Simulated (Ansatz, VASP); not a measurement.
**FeB4 in two plane-wave programs**

Aim: how closely do two programs agree when they are given the same cell, functional and k mesh? The cell is taken from a series of VASP runs on this material, whose earlier steps may have relaxed, scaled or displaced it; both programs get it as it stands.

Method: plane waves, with VASP 6.6.1 beside it; relaxation of cell and atoms at r2SCAN, in Ansatz 0.2.0.

## Step 1: Set-up

The structure is orthorhombic, space group Pnnm (No. 58). The conventional cell has a = 4.512 Å, b = 5.254 Å, c = 3.002 Å, α = 90.00°, β = 90.00°, γ = 90.00°. Nearest to Fe lie 12 B at 1.99 to 2.24 Å. Nearest to B lie 4 B at 1.70 to 1.88 Å and 3 Fe at 1.99 to 2.12 Å. B has 5 B at 1.70 to 1.98 Å and 3 Fe at 2.09 to 2.24 Å nearest. Farther neighbours are not listed.

## Step 2: VASP: relaxation of cell and atoms, r2SCAN

The relaxed volume is the usual yardstick between codes: its relative difference is about their pressure difference at one cell divided by the bulk modulus.

Lines of VASP's logs that name or quote its potential files are left out, and so is its time.

File INCAR:

```
SYSTEM = FeB4
PREC = Accurate
ENCUT = 420
EDIFF = 1E-06
NELM = 100
ISMEAR = 0
SIGMA = 0.05
LREAL = .FALSE.
ALGO = Normal
METAGGA = R2SCAN
LASPH = .TRUE.
NBANDS = 39
ISPIN = 2
MAGMOM = 3 3 0 0 0 0 0 0 0 0
LMAXMIX = 4
LORBIT = 11
LWAVE = .FALSE.
LCHARG = .FALSE.
KPAR = 8
IBRION = 2
NSW = 60
ISIF = 3
EDIFFG = -0.01
```

File POSCAR:

```
FeB4
1.0
    4.5122589641      0.0000000000      0.0000000000
    0.0000000000      5.2540205278      0.0000000000
    0.0000000000      0.0000000000      3.0016988902
Fe B
2 8
Direct
    0.0000000000      0.0000000000      0.0000000000
    0.5000000000      0.5000000000      0.5000000000
    0.2480598685      0.3127052263      0.0000000000
    0.7519401315      0.6872947737      0.0000000000
    0.7480598685      0.1872947737      0.5000000000
    0.2519401315      0.8127052263      0.5000000000
    0.3378414180      0.1270128032      0.5000000000
    0.6621585820      0.8729871968      0.5000000000
    0.8378414180      0.3729871968      0.0000000000
    0.1621585820      0.6270128032      0.0000000000
```

File KPOINTS:

```
Automatic mesh
0
Gamma
6 5 9
0 0 0
```

The projector-augmented-wave data sets are Fe and B (PBE family, release 64).

Launch:

```bash
$ mpirun -np 8 vasp_std
```

Numbers of over 12 decimals in the logs are rounded to 6 here.

Output:

```text
[banner, memory and clock lines left out]
running    8 mpi-ranks, on    1 nodes
 distrk:  each k-point on    1 cores,    8 groups
 distr:  one band on    1 cores,    1 groups

 POSCAR found type information on POSCAR FeB
 POSCAR found :  2 types and      10 ions
|                                                                             |
|           W    W    AA    RRRRR   N    N  II  N    N   GGGG   !!!           |
|           W    W   A  A   R    R  NN   N  II  NN   N  G    G  !!!           |
|           W    W  A    A  R    R  N N  N  II  N N  N  G       !!!           |
|           W WW W  AAAAAA  RRRRR   N  N N  II  N  N N  G  GGG   !            |
|           WW  WW  A    A  R   R   N   NN  II  N   NN  G    G                |
|           W    W  A    A  R    R  N    N  II  N    N   GGGG   !!!           |
|                                                                             |
|     For optimal performance we recommend to set                             |
|       NCORE = 2 up to number-of-cores-per-socket                            |
|     NCORE specifies how many cores store one orbital (NPAR=cpu/NCORE).      |
|     This setting can greatly improve the performance of VASP for DFT.       |
|     The default, NCORE=1 might be grossly inefficient on modern             |
|     multi-core architectures or massively parallel machines. Do your        |
|     Unfortunately you need to use the default for GW and RPA                |
|     calculations (for HF NCORE is supported but not extensively tested      |
|     yet).                                                                   |
|                                                                             |

|                                                                             |
|               ----> ADVICE to this user running VASP <----                  |
|                                                                             |
|     You enforced a specific xc type in the INCAR file but a different       |
|     [... a line on the potential file left out ...]
|     I HOPE YOU KNOW WHAT YOU ARE DOING!                                     |
|                                                                             |

 LDA part: xc-table for (None), standard interpolation
 POSCAR, INCAR and KPOINTS ok, starting setup
 FFT: planning ... GRIDC
 FFT: planning ... GRID_SOFT
 FFT: planning ... GRID
 WAVECAR not read
 entering main loop
       N       E                     dE             d eps       ncg     rms          rms(c)
DAV:   1     0.200801265329E+03    0.20080E+03   -0.14913E+04  9672   0.955E+02
DAV:   2    -0.827030667779E+02   -0.28350E+03   -0.25689E+03  9794   0.257E+02
DAV:   3    -0.104691753951E+03   -0.21989E+02   -0.20742E+02 11446   0.777E+01
DAV:   4    -0.105298245722E+03   -0.60649E+00   -0.59971E+00 12056   0.127E+01
DAV:   5    -0.105313247924E+03   -0.15002E-01   -0.14989E-01 11780   0.178E+00    0.421E+01
DAV:   6    -0.122816073900E+03   -0.17503E+02   -0.14467E+02 12611   0.164E+02    0.726E+01
DAV:   7    -0.874761320424E+02    0.35340E+02   -0.56890E+01 11635   0.142E+02    0.992E+00
DAV:   8    -0.882776870966E+02   -0.80156E+00   -0.93633E+00 14488   0.259E+01    0.519E+00
DAV:   9    -0.883510005605E+02   -0.73313E-01   -0.64435E-01 12939   0.786E+00    0.263E+00
DAV:  10    -0.883742747876E+02   -0.23274E-01   -0.73270E-02 13363   0.201E+00    0.155E+00
DAV:  11    -0.883785512229E+02   -0.42764E-02   -0.77992E-03 13029   0.599E-01    0.931E-01
DAV:  12    -0.883802017486E+02   -0.16505E-02   -0.28604E-03 13442   0.400E-01    0.545E-01
DAV:  13    -0.883802760849E+02   -0.74336E-04   -0.47571E-04 14274   0.220E-01    0.224E-01
DAV:  14    -0.883803163935E+02   -0.40309E-04   -0.11634E-04 13840   0.875E-02    0.732E-02
DAV:  15    -0.883803237011E+02   -0.73076E-05   -0.20184E-05 13646   0.298E-02    0.322E-02
DAV:  16    -0.883803252344E+02   -0.15334E-05   -0.29685E-06  8435   0.125E-02    0.103E-02
DAV:  17    -0.883803260874E+02   -0.85293E-06   -0.10771E-06  6617   0.667E-03
   1 F= -.88380326E+02 E0= -.88378865E+02  d E =-.883803E+02  mag=     0.3162
 curvature:   0.00 expect dE= 0.000E+00 dE for cont linesearch  0.000E+00
 trial: gam= 0.00000 g(F)=  0.295E-05 g(S)=  0.707E-04 ort = 0.000E+00 (trialstep = 0.100E+01)
 search vector abs. value=  0.736E-04
 reached required accuracy - stopping structural energy minimisation
```

From OUTCAR (step 2):

```text
ion  position               nearest neighbor table
   1  0.000  0.000  0.000-   3 1.99   4 1.99   9 2.09  10 2.09   5 2.12   6 2.12   5 2.12   6 2.12
                             7 2.24   8 2.24   7 2.24   8 2.24
   2  0.500  0.500  0.500-   5 1.99   6 1.99   7 2.09   8 2.09   3 2.12   4 2.12   3 2.12   4 2.12
                             9 2.24  10 2.24   9 2.24  10 2.24
   3  0.248  0.313  0.000-  10 1.70   7 1.84   7 1.84   9 1.88   1 1.99   2 2.12   2 2.12
   4  0.752  0.687  0.000-   9 1.70   8 1.84   8 1.84  10 1.88   1 1.99   2 2.12   2 2.12
   5  0.748  0.187  0.500-   8 1.70   9 1.84   9 1.84   7 1.88   2 1.99   1 2.12   1 2.12
   6  0.252  0.813  0.500-   7 1.70  10 1.84  10 1.84   8 1.88   2 1.99   1 2.12   1 2.12
   7  0.338  0.127  0.500-   6 1.70   3 1.84   3 1.84   5 1.88   8 1.98   2 2.09   1 2.24   1 2.24

  LATTYP: Found a simple orthorhombic cell.
 ALAT       =     3.0016988902
 B/A-ratio  =     1.5032350443
 C/A-ratio  =     1.7503489590

 Subroutine GETGRP returns: Found  8 space group operations
 (whereof  4 operations were pure point group operations)

The static configuration has the point symmetry C_2h.
 The point group associated with its full space group is D_2h.

 Found     60 irreducible k-points:

   k-points           NKPTS =     60   k-points in BZ     NKDIM =     60   number of bands    NBANDS=     39

   dimension x,y,z NGX =    30 NGY =   36 NGZ =   20
   dimension x,y,z NGXF=    60 NGYF=   72 NGZF=   40

   ENCUT  =  420.0 eV  30.87 Ry    5.56 a.u.   7.54  8.78  5.02*2*pi/ulx,y,z

   NELECT =      40.0000    total number of electrons

 k-points in reciprocal lattice and weights: Automatic mesh
   0.00000000  0.00000000  0.00000000       0.004
   0.16666667  0.00000000  0.00000000       0.007
   0.33333333  0.00000000  0.00000000       0.007
   0.50000000  0.00000000  0.00000000       0.004
   0.00000000  0.20000000  0.00000000       0.007
   0.16666667  0.20000000  0.00000000       0.015
   0.33333333  0.20000000  0.00000000       0.015
   0.50000000  0.20000000  0.00000000       0.007
   0.00000000  0.40000000  0.00000000       0.007
[...]
0.33333333  0.40000000  0.44444444       0.030
   0.50000000  0.40000000  0.44444444       0.015

 average (electrostatic) potential at core
       1 -46.8949       2 -46.8949       3 -26.3462       4 -26.3462       5 -26.3462
       6 -26.3462       7 -26.4285       8 -26.4285       9 -26.4285      10 -26.4285

 E-fermi :   8.2897

 spin component 1
 k-point     1 :       0.0000    0.0000    0.0000
  band No.  band energies     occupation
    ...
     15       4.8619      1.00000
     16       5.8282      1.00000
     17       5.8592      1.00000
     18       6.1297      1.00000
     19       6.7460      1.00000
     20       8.4522      0.00000
     21       9.3701      0.00000
     22       9.4940      0.00000
     23      10.5841      0.00000
     24      11.1862      0.00000
    ...

 k-point     2 :       0.1667    0.0000    0.0000
  band No.  band energies     occupation
    ...
     16       5.7285      1.00000
     17       5.9094      1.00000
     18       6.1706      1.00000
     19       6.6315      1.00000
     20       8.2469      0.88668
     21       9.5188      0.00000
     22      10.0176      0.00000
     23      10.5416      0.00000
     24      10.6783      0.00000
     25      10.8998      0.00000
    ...

 k-point     3 :       0.3333    0.0000    0.0000
  band No.  band energies     occupation
    ...
     16       5.3763      1.00000
     17       5.5473      1.00000
     18       6.4473      1.00000
     19       6.9781      1.00000
     20       8.1427      0.99998
     21       9.2837      0.00000
     22       9.6033      0.00000
     23      10.0664      0.00000
     24      10.4221      0.00000
     25      10.9981      0.00000
    ...

 k-point     4 :       0.5000    0.0000    0.0000
  band No.  band energies     occupation
    ...
     16       4.7512      1.00000
     17       6.1869      1.00000
     18       6.1869      1.00000
     19       8.0911      1.00000
     20       8.0911      1.00000
     21       8.5209      0.00000
     22       8.5209      0.00000
     23      10.2436      0.00000
     24      10.2436      0.00000
     25      12.0157      0.00000
    ...

 k-point     5 :       0.0000    0.2000    0.0000
  band No.  band energies     occupation
    ...
     15       4.6393      1.00000
     16       5.5855      1.00000
     17       5.8743      1.00000
     18       6.3878      1.00000
     19       6.5964      1.00000
     20       8.3081      0.30093
     21       9.2358      0.00000
     22       9.2373      0.00000
     23       9.9530      0.00000
     24      11.0984      0.00000
    ...

 k-point     6 :       0.1667    0.2000    0.0000
  band No.  band energies     occupation
    ...
     16       5.7865      1.00000
     17       5.8899      1.00000
     18       6.1887      1.00000
     19       6.4902      1.00000
     20       8.1922      0.99708
     21       9.3055      0.00000
     22       9.6058      0.00000
     23       9.8146      0.00000
     24      10.7737      0.00000
     25      11.1838      0.00000
    ...

  Total        0.0659550     -0.0548440      0.0854057     -0.0000000      0.0000000      0.0000000
  in kB        1.4849289     -1.2347711      1.9228458     -0.0000000      0.0000000      0.0000000
  external PRESSURE =       0.7243345 kB  Pullay stress =       0.0000000 kB

  energy-cutoff  :      420.00
  volume of cell :       71.16
      direct lattice vectors                 reciprocal lattice vectors
     4.512258964  0.000000000  0.000000000     0.221618486  0.000000000  0.000000000
     0.000000000  5.254020528  0.000000000     0.000000000  0.190330433  0.000000000
     0.000000000  0.000000000  3.001698890     0.000000000  0.000000000  0.333144675

 POSITION                                       TOTAL-FORCE (eV/Angst)
 -----------------------------------------------------------------------------------
      0.00000      0.00000      0.00000         0.000000     -0.000000      0.000000
      2.25613      2.62701      1.50085         0.000000     -0.000000      0.000000
      1.11931      1.64296      0.00000        -0.002355      0.002165     -0.000000
      3.39295      3.61106      0.00000         0.002355     -0.002165      0.000000
      3.37544      0.98405      1.50085        -0.002355     -0.002165     -0.000000
      1.13682      4.26997      1.50085         0.002355      0.002165      0.000000
      1.52443      0.66733      1.50085        -0.000774     -0.002105      0.000000
      2.98783      4.58669      1.50085         0.000774      0.002105      0.000000
      3.78056      1.95968      0.00000        -0.000774      0.002105      0.000000
      0.73170      3.29434      0.00000         0.000774     -0.002105      0.000000
 -----------------------------------------------------------------------------------
    total drift:                                0.000000      0.000000     -0.000000

  FREE ENERGIE OF THE ION-ELECTRON SYSTEM (eV)
  ---------------------------------------------------
  free  energy   TOTEN  =       -88.3803260874 eV

  energy  without entropy=      -88.3774046579  energy(sigma->0) =      -88.37886537

 reached required accuracy - stopping structural energy minimisation

 total charge
# of ion       s       p       d       tot
------------------------------------------
    1        0.509   0.884   6.663   8.055
    2        0.509   0.884   6.663   8.055
    3        0.709   1.274   0.000   1.982
    4        0.709   1.274   0.000   1.982
    5        0.709   1.274   0.000   1.982
    6        0.709   1.274   0.000   1.982
    7        0.679   1.269   0.000   1.948
    8        0.679   1.269   0.000   1.948
    9        0.679   1.269   0.000   1.948
   10        0.679   1.269   0.000   1.948
--------------------------------------------------
tot          6.569  11.937  13.325  31.832

 magnetization (x)
# of ion       s       p       d       tot
------------------------------------------
    1        0.001   0.001   0.121   0.122
    2        0.001   0.001   0.121   0.122
    3        0.003   0.017   0.000   0.020
    4        0.003   0.017   0.000   0.020
    5        0.003   0.017   0.000   0.020
    6        0.003   0.017   0.000   0.020
    7       -0.001  -0.006   0.000  -0.007
    8       -0.001  -0.006   0.000  -0.007
    9       -0.001  -0.006   0.000  -0.007
   10       -0.001  -0.006   0.000  -0.007
--------------------------------------------------
tot          0.009   0.046   0.241   0.297

[... 6 further parts left out ...]
```

SCAN-type functionals tend to overstate the moments of itinerant magnets. The run keeps the 8 symmetry operations of its start, so it cannot find a distortion of lower symmetry.

[end of part 1 of 2]

[Lines on the potential files, build, host, timing and source positions are cut from VASP's logs without a mark.]

[Logs are printed without paths, hosts, clocks, repeated set-up lines and the standing remarks that a program may print on its own settings, such as how far it seeks lower states.]

[Hosts, paths, dates, database ids (printed as entryN), source tags and the programs' standing remarks are cut or masked in the printed files.]
